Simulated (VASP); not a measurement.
Given:

```xyz
2
Lattice="0.0000 2.5800 2.5800 2.5800 0.0000 2.5800 2.5800 2.5800 0.0000" Properties=species:S:1:pos:R:3 pbc="T T T"
Sr     0.0000     0.0000     0.0000
O      2.5800     2.5800     2.5800
```

The numbers are results of PBE GGA, VASP's PBE PAW potentials (set 64) (plane waves; VASP), not measurements. Run with PREC = Normal, 500 eV cut-off, 6×6×6 Γ-centred mesh, Gaussian smearing of 0.010 eV, potentials Sr_sv_GW O_GW_new.

Problem. Estimate the energy per atom (σ→0), band gap (on the k-mesh) with the smallest direct gap where there is one.

Solution. 
```json
{
 "band gap (on the k-mesh)": "3.31 eV",
 "smallest direct gap (on the k-mesh)": "3.40 eV",
 "energy per atom (σ→0)": "-8.402 eV/atom"
}
```

Total energies compare only between runs with the same potentials, cut-off and functional.

The compound is SrO in the rock salt structure. The cell was not relaxed at this level.
